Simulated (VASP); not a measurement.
Method: PBE GGA with D3 dispersion (zero damping), VASP's PBE PAW potentials (set 64) (plane waves; VASP).

VASP input:

File POSCAR:
```
BP
1
    0.0000000000     2.2700000000     2.2700000000
    2.2700000000     0.0000000000     2.2700000000
    2.2700000000     2.2700000000     0.0000000000
B P
1 1
Direct
  0.0000000000   0.0000000000   0.0000000000
  0.2500000000   0.2500000000   0.2500000000
```

INCAR:
```
# general
SYSTEM  =  BP
PREC    =  Accurate
ENCUT   =  520
LREAL   =  .FALSE.
LASPH   =  .TRUE.

# electronic loop
EDIFF   =  1E-6
NELM    =  100
ALGO    =  Normal

# smearing
ISMEAR  =  0
SIGMA   =  0.05

# functional
GGA     =  PE
IVDW    =  11

# ions
IBRION  =  2
NSW     =  60
ISIF    =  3
EDIFFG  =  -0.01

# output
LWAVE   =  .FALSE.
LCHARG  =  .FALSE.
```

### KPOINTS
```
Automatic mesh
0
Gamma
9 9 9
0 0 0
```

POTCAR, in this order: B P (PBE.64 set). Program: vasp_std.

Problem. Estimate the energy per atom (σ→0), dispersion energy, volume per atom.

Solution. 
```json
{
  "energy per atom (σ→0)": "-6.640 eV/atom",
  "dispersion_energy": "-0.351 eV",
  "volume_per_atom": "11.57 Å^3/atom"
}
```

File OSZICAR:
```
...
       N       E                     dE             d eps       ncg     rms          rms(c)
DAV:   1    -0.129282007158E+02   -0.41764E-02   -0.18182E-02   624   0.107E+00    0.168E-01
DAV:   2    -0.129277773555E+02    0.42336E-03   -0.88477E-04   736   0.190E-01    0.887E-02
DAV:   3    -0.129276581604E+02    0.11920E-03   -0.24186E-04   648   0.897E-02    0.239E-02
DAV:   4    -0.129276473593E+02    0.10801E-04   -0.97523E-06   736   0.233E-02    0.186E-02
DAV:   5    -0.129276441894E+02    0.31698E-05   -0.25524E-06   600   0.115E-02    0.879E-03
DAV:   6    -0.129276438505E+02    0.33892E-06   -0.76751E-08   280   0.240E-03
   3 F= -.13279018E+02 E0= -.13279018E+02  d E =-.141542E-02
```

The compound is BP in the zinc blende structure. This run relaxes it. Symmetry was kept, so distortions that lower it aren't found.
